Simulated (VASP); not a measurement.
Output of a VASP run:

OSZICAR:
```
       N       E                     dE             d eps       ncg     rms          rms(c)
DAV:   1     0.434798160062E+02    0.43480E+02   -0.42901E+03   630   0.102E+03
DAV:   2    -0.551155318759E+01   -0.48991E+02   -0.47593E+02   851   0.164E+02
DAV:   3    -0.740892359528E+01   -0.18974E+01   -0.18955E+01   805   0.385E+01
DAV:   4    -0.745079379181E+01   -0.41870E-01   -0.41847E-01   980   0.557E+00
DAV:   5    -0.745104046606E+01   -0.24667E-03   -0.24666E-03   829   0.451E-01    0.238E+00
DAV:   6    -0.737985443753E+01    0.71186E-01   -0.17639E-01   706   0.244E+00    0.172E+00
DAV:   7    -0.738158177983E+01   -0.17273E-02   -0.58192E-02   917   0.156E+00    0.921E-01
DAV:   8    -0.738593735678E+01   -0.43556E-02   -0.89306E-03   718   0.792E-01    0.137E-01
DAV:   9    -0.738592843820E+01    0.89186E-05   -0.31335E-04   862   0.156E-01    0.414E-02
DAV:  10    -0.738599294969E+01   -0.64511E-04   -0.11424E-04   708   0.976E-02    0.204E-02
DAV:  11    -0.738599924314E+01   -0.62934E-05   -0.47315E-06   972   0.216E-02    0.570E-03
DAV:  12    -0.738600062030E+01   -0.13772E-05   -0.46276E-07   720   0.644E-03    0.182E-03
DAV:  13    -0.738600012050E+01    0.49980E-06   -0.89701E-08   522   0.282E-03    0.549E-04
DAV:  14    -0.738600008971E+01    0.30787E-07   -0.80277E-09   356   0.952E-04
   1 F= -.76287097E+01 E0= -.76287097E+01  d E =-.125813E-11
```

### OUTCAR
```
------------------------ aborting loop because EDIFF is reached ----------------------------------------
  Edisp (eV):   -0.24271
  FORCE on cell =-STRESS in cart. coord.  units (eV):
  Direction    XX          YY          ZZ          XY          YZ          ZX
  --------------------------------------------------------------------------------------
  Total      -0.21481    -0.21481    -0.21481     0.00000     0.00000    -0.00000
  in kB     -10.16588   -10.16588   -10.16588     0.00000     0.00000    -0.00000
  external pressure =      -10.17 kB  Pullay stress =        0.00 kB
  volume of cell :       33.86
      direct lattice vectors                 reciprocal lattice vectors
     0.000000000  2.567635211  2.567635211    -0.194731712  0.194731712  0.194731712
     2.567635211  0.000000000  2.567635211     0.194731712 -0.194731712  0.194731712
     2.567635211  2.567635211  0.000000000     0.194731712  0.194731712 -0.194731712
  FREE ENERGIE OF THE ION-ELECTRON SYSTEM (eV)
  ---------------------------------------------------
  free  energy   TOTEN  =        -7.6287097059 eV

  energy  without entropy=       -7.6287097059  energy(sigma->0) =       -7.62870971
```
(Selected blocks of OUTCAR.)

**POSCAR**
```
LiCl
1
    0.0000000000     2.5676352112     2.5676352112
    2.5676352112     0.0000000000     2.5676352112
    2.5676352112     2.5676352112     0.0000000000
Li Cl
1 1
Direct
  0.0000000000   0.0000000000   0.0000000000
  0.5000000000   0.5000000000   0.5000000000
```

Question: Write an INCAR and KPOINTS that could have produced this output.

Answer: One answer among several that fit: the input of the run itself, PBE GGA with D4 dispersion, plane waves, VASP's PBE PAW potentials (set 64).

INCAR:
```
SYSTEM = LiCl
PREC = Accurate
ENCUT = 520
EDIFF = 1E-7
NELM = 100
ALGO = Normal
LREAL = .FALSE.
LASPH = .TRUE.
ISMEAR = 0
SIGMA = 0.05
GGA = PE
IVDW = 13
LWAVE = .FALSE.
LCHARG = .FALSE.
ISIF = 2
```

File KPOINTS:
```
K-points
0
G
 9 9 9
```

POTCAR, in this order: Li_sv Cl (PBE.64 set). Program: vasp_std.

The compound is LiCl in the rock salt structure. This cell is one point of a volume scan, at 1.03 of the reference volume.
